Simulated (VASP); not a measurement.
# Be3CdO4 (Pmn2_1) in VASP: further runs, part 2 of 2

VASP 6.6.1. Earlier steps stand in the parts before.

**4. Relaxation of cell and atoms, PBE**

This run uses another cell than the first one, of 9.99 Å³/atom, 1.110 times its volume.

File INCAR:

```
PREC = Accurate
ENCUT = 520
EDIFF = 1E-6
ISMEAR = 0
SIGMA = 0.1
LREAL = F
LASPH = T
NELM = 120
ALGO = Normal
ISIF = 3
LWAVE = F
LCHARG = F
GGA = PE
IBRION = 2
NSW = 90
EDIFFG = -0.01
KPAR = 8
```

File KPOINTS:

```
Automatic mesh
0
Gamma
  8 8 4
```

File POSCAR:

```
Be3CdO4
1.0
    4.5866764500      0.0000000000      0.0000000000
   -2.2933382300      3.9721783300      0.0000000000
    0.0000000000      0.0000000000      8.7700000000
Be Cd O
6 2 8
Direct
    0.0000000000      0.0000000000      0.5000000000
    0.6666666700      0.3333333300      0.4309578100
    0.3333333300      0.6666666700      0.5690421900
    0.0000000000      0.0000000000      0.0000000000
    0.3333333300      0.6666666700      0.9309578100
    0.6666666700      0.3333333300      0.0690421900
    0.3333333300      0.6666666700      0.2500000000
    0.6666666700      0.3333333300      0.7500000000
    0.6652866100      0.6652866100      0.5000000000
    0.0000000000      0.3347133900      0.5000000000
    0.3347133900      0.0000000000      0.5000000000
    0.6652866100      0.6652866100      0.0000000000
    0.0000000000      0.3347133900      0.0000000000
    0.3347133900      0.0000000000      0.0000000000
    0.6666666700      0.3333333300      0.2500000000
    0.3333333300      0.6666666700      0.7500000000
```

Started as:

```bash
cat potpaw_PBE.64/Be/POTCAR potpaw_PBE.64/Cd/POTCAR potpaw_PBE.64/O/POTCAR > POTCAR
mpirun -np 8 vasp_std > vasp.out
```

It took 63 s on 8 MPI ranks of AMD EPYC 9R45 (Zen 5), shared host; peak memory 0.45 GiB.

The run converged. Its results:

```
Free energy                            : -98.3188 eV
Relaxed volume                         : 9.98 Å³/atom
Relaxed cell                           : a = 4.580 Å, b = 4.580 Å, c = 8.789 Å, α = 90.00°, β = 90.00°, γ = 120.00°
Space group after relaxing (to 0.05 Å) : P-62c (No. 190)
Energy gained by relaxing              : 0.1 meV/atom
Ionic steps                            : 4
Pressure after relaxing                : 0.0 GPa
Largest force after relaxing           : 0.004 eV/Å
Band gap on the k mesh                 : 0.54 eV, direct
```

Forces on the atoms (eV/Å):
```
Be   0.000  0.000  0.000
Be   0.000  0.000 -0.004
Be   0.000  0.000  0.004
Be   0.000  0.000  0.000
Be   0.000  0.000 -0.004
Be   0.000  0.000  0.004
Cd   0.000  0.000  0.000
Cd   0.000  0.000  0.000
O   -0.002 -0.003  0.000
O   -0.002  0.003  0.000
O    0.004  0.000  0.000
O   -0.002 -0.003  0.000
O   -0.002  0.003  0.000
O    0.004  0.000  0.000
O    0.000  0.000  0.000
O    0.000  0.000  0.000
```

Step by step:
```csv
step,energy change (eV),largest force (eV/Å),pressure (GPa),volume (Å³)
1,0.0000,0.0430,-0.15,159.78
2,-0.0011,0.0414,0.12,159.56
3,-0.0011,0.0286,0.09,159.59
4,-0.0013,0.0042,0.01,159.68
```

Final structure:
```
CELL_PARAMETERS angstrom
4.58019 0.00000 0.00000
-2.29010 3.96656 0.00000
0.00000 0.00000 8.78931
ATOMIC_POSITIONS crystal
Be 0.00000 0.00000 0.50000
Be 0.66667 0.33333 0.43108
Be 0.33333 0.66667 0.56892
Be 0.00000 0.00000 0.00000
Be 0.33333 0.66667 0.93108
Be 0.66667 0.33333 0.06892
Cd 0.33333 0.66667 0.25000
Cd 0.66667 0.33333 0.75000
O 0.66546 0.66546 0.50000
O 0.00000 0.33454 0.50000
O 0.33454 0.00000 0.50000
O 0.66546 0.66546 0.00000
O 0.00000 0.33454 0.00000
O 0.33454 0.00000 0.00000
O 0.66667 0.33333 0.25000
O 0.33333 0.66667 0.75000
```

Levels at points of the mesh, in eV from the valence-band top:
```tsv
k point	band 40	band 41	band 42	band 43	band 44	band 45
(0.00, 0.00, 0.00)	-0.18	0.00	0.00	0.54	3.60	6.78
(0.50, 0.00, 0.00)	-0.77	-0.44	-0.01	3.10	4.08	5.55
(0.00, 0.00, 0.50)	-0.18	-0.18	-0.18	1.96	1.96	8.21
(0.50, 0.00, 0.50)	-0.49	-0.08	-0.08	3.63	3.63	5.62
```

A k mesh can miss the band edges. Expect the measured gap to be larger: semilocal functionals such as PBE lack the derivative discontinuity.

**5. Relaxation of cell and atoms, PBE**

This run uses another cell than the first one, of 9.98 Å³/atom, 1.109 times its volume.

File INCAR:

```
PREC = Accurate
ENCUT = 520
EDIFF = 1E-7
ISMEAR = 0
SIGMA = 0.1
LREAL = F
LASPH = T
NELM = 120
ALGO = Normal
ISIF = 3
LWAVE = F
LCHARG = F
GGA = PE
IBRION = 2
NSW = 60
EDIFFG = -0.005
POTIM = 0.3
KPAR = 8
```

KPOINTS is that of step 4.

File POSCAR:

```
Be3CdO4                                 
1.0
    4.5801943526      0.0000000000     -0.0000000000
   -2.2900971813      3.9665646689     -0.0000000000
    0.0000000000      0.0000000000      8.7893088150
  Be              Cd              O             
     6     2     8
Direct
     1.0000000000000000    1.0000000000000000    0.5000000000000000
     0.6666666699999979    0.3333333300000021    0.4310817029833659
     0.3333333300000021    0.6666666699999979    0.5689182970166341
     1.0000000000000000    1.0000000000000000    0.0000000000000000
     0.3333333300000021    0.6666666699999979    0.9310817029833659
     0.6666666699999979    0.3333333300000021    0.0689182970166341
     0.3333333300000021    0.6666666699999979    0.2500000000000000
     0.6666666699999979    0.3333333300000021    0.7500000000000000
     0.6654604487391584    0.6654604487391584    0.5000000000000000
     1.0000000000000000    0.3345395512608416    0.5000000000000000
     0.3345395512608416    0.0000000000000000    0.5000000000000000
     0.6654604487391584    0.6654604487391584    0.0000000000000000
     1.0000000000000000    0.3345395512608416    0.0000000000000000
     0.3345395512608416    0.0000000000000000    0.0000000000000000
     0.6666666699999979    0.3333333300000021    0.2500000000000000
     0.3333333300000021    0.6666666699999979    0.7500000000000000
```

Started as:

```bash
cat potpaw_PBE.64/Be/POTCAR potpaw_PBE.64/Cd/POTCAR potpaw_PBE.64/O/POTCAR > POTCAR
mpirun -np 8 vasp_std > vasp.out
```

Run time: 30 s. Hardware: 8 MPI ranks of AMD EPYC 9R45 (Zen 5), shared host; peak memory 0.42 GiB.

Results (log left out):

- Free energy: -98.3187 eV
- Pressure after relaxing: 0.0 GPa
- Largest force after relaxing: 0.004 eV/Å
- Band gap on the k mesh: 0.54 eV, direct

Forces on the atoms (eV/Å):
```
Be   0.000  0.000  0.000
Be   0.000  0.000 -0.004
Be   0.000  0.000  0.004
Be   0.000  0.000  0.000
Be   0.000  0.000 -0.004
Be   0.000  0.000  0.004
Cd   0.000  0.000  0.000
Cd   0.000  0.000  0.000
O   -0.002 -0.003  0.000
O   -0.002  0.003  0.000
O    0.004  0.000  0.000
O   -0.002 -0.003  0.000
O   -0.002  0.003  0.000
O    0.004  0.000  0.000
O    0.000  0.000  0.000
O    0.000  0.000  0.000
```

Final structure:
```yaml
crystal:
  lattice:
    - [4.58019, 0.00000, 0.00000]
    - [-2.29010, 3.96656, 0.00000]
    - [0.00000, 0.00000, 8.78931]
  atoms:
    - { symbol: Be, position: [0.00000, 0.00000, 0.50000] }
    - { symbol: Be, position: [0.66667, 0.33333, 0.43108] }
    - { symbol: Be, position: [0.33333, 0.66667, 0.56892] }
    - { symbol: Be, position: [0.00000, 0.00000, 0.00000] }
    - { symbol: Be, position: [0.33333, 0.66667, 0.93108] }
    - { symbol: Be, position: [0.66667, 0.33333, 0.06892] }
    - { symbol: Cd, position: [0.33333, 0.66667, 0.25000] }
    - { symbol: Cd, position: [0.66667, 0.33333, 0.75000] }
    - { symbol: O, position: [0.66546, 0.66546, 0.50000] }
    - { symbol: O, position: [0.00000, 0.33454, 0.50000] }
    - { symbol: O, position: [0.33454, 0.00000, 0.50000] }
    - { symbol: O, position: [0.66546, 0.66546, 0.00000] }
    - { symbol: O, position: [0.00000, 0.33454, 0.00000] }
    - { symbol: O, position: [0.33454, 0.00000, 0.00000] }
    - { symbol: O, position: [0.66667, 0.33333, 0.25000] }
    - { symbol: O, position: [0.33333, 0.66667, 0.75000] }
```

Levels at points of the mesh, in eV from the valence-band top:
```csv
k point,band 38,band 39,band 40,band 41,band 42,band 43,band 44,band 45,band 46,band 47
"(0.00, 0.00, 0.00)",-0.36,-0.18,-0.18,0.00,0.00,0.54,3.60,6.78,7.65,7.69
"(0.50, 0.00, 0.00)",-0.89,-0.81,-0.77,-0.44,-0.01,3.10,4.08,5.55,5.91,8.35
"(0.00, 0.00, 0.50)",-0.44,-0.18,-0.18,-0.18,-0.18,1.96,1.96,8.21,8.21,8.27
"(0.50, 0.00, 0.50)",-1.26,-0.49,-0.49,-0.08,-0.08,3.63,3.63,5.62,5.62,8.24
```

Caveat: the relaxation stopped at its first step, so nothing moved.

**6. The runs side by side**

```csv
task,level,cell,k mesh,smearing,gap on the mesh (eV),pressure (GPa)
relaxation of cell and atoms,PBE,relaxed,4 × 6 × 6,gaussian 0.03 eV,2.68,0.0
single point,r2SCAN,"Pmn2_1, 9.0 Å³/atom",4 × 6 × 6,gaussian 0.03 eV,3.21,-4.3
relaxation of cell and atoms,PBE,relaxed,8 × 8 × 4,gaussian 0.1 eV,0.54,0.0
```

Alike in all rows: potentials or basis VASP PAW PBE potentials, release 64 (Be, Cd, O); no spin polarisation; cutoff (eV) 520.

Caveats: the PAW data sets were made with another functional, which shifts forces and pressure a little (some runs); the relaxation stopped at its first step, so nothing moved (some runs).

Absolute energies hang on the potentials; compare differences alone.
